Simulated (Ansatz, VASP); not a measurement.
This is a calculation of BPt for VASP 6.6.1.

Contents of INCAR:

```
PREC     = Accurate       # precision mode
ENCUT    = 520            # plane-wave cutoff, eV
EDIFF    = 1E-7           # SCF threshold, eV
ISMEAR   = -1             # smearing method
SIGMA    = 0.05           # smearing width, eV
LREAL    = F              # projectors in reciprocal space
LASPH    = T              # aspherical terms in the spheres
NELM     = 80             # most SCF steps
ALGO     = Normal         # electronic algorithm
ISIF     = 2              # what is computed and relaxed
LWAVE    = F              # write WAVECAR
LCHARG   = F              # write CHGCAR
GGA      = PE             # functional
NBANDS   = 14             # bands
```

KPOINTS

```
Automatic mesh
0
Gamma
  12 12 12
```

Contents of POSCAR:

```
BPt
1.0
   -1.6113195500      1.6113195500      2.2516265200
    1.6113195500     -1.6113195500      2.2516265200
    1.6113195500      1.6113195500     -2.2516265200
B Pt
1 1
Direct
    0.5000000000      0.5000000000      0.0000000000
    0.0000000000      0.0000000000      0.0000000000
```

Potentials or basis: VASP PAW PBE potentials, release 64 (B, Pt).

Run with:

```console
$ cat potpaw_PBE.64/B/POTCAR potpaw_PBE.64/Pt/POTCAR > POTCAR
$ mpirun -np 1 vasp_std > vasp.out
```

Translate it to Ansatz 0.2.0. Potentials there: Ansatz PAW.

As run (the cutoff follows the program's own potentials):

File input.yaml:

```yaml
crystal:
  lattice:
    - [-1.61131955, 1.61131955, 2.25162652]
    - [1.61131955, -1.61131955, 2.25162652]
    - [1.61131955, 1.61131955, -2.25162652]
  atoms:
    - { symbol: B, position: [0.5, 0.5, 0.0] }
    - { symbol: Pt, position: [0.0, 0.0, 0.0] }
hamiltonian:
  xc: pbe
  pseudopotentials: { kind: paw }
kpoints:
  mp_grid: { grid: [12, 12, 12] }
scf:
  occupations: { method: fermi_dirac, width: 0.05 }
output:
  forces: true
  stress: true
  eigenvalues: true
```

Potentials or basis: Ansatz PAW.

The run is started by

```console
$ ansatz run input.yaml --threads 1 --pin off --max-ram 3584MiB --backend cpu --events-out ev --progress --plain --runs-dir out
```

Both were run:

|  | VASP | Ansatz | Ansatz less VASP |
| --- | --- | --- | --- |
| gap on the k mesh at the Fermi level (eV) | none | none | - |
| pressure (GPa) | -0.9 | -0.8 | +0.12 |
| largest component of the traceless stress (GPa) | 1.66 | 1.65 | -0.005 |

A gap of «none» marks a metal or a gap that the smearing closes. The two sets of potentials don't hold the same shells in valence.

The runs have no spin-orbit coupling, so splittings on Pt are missing.
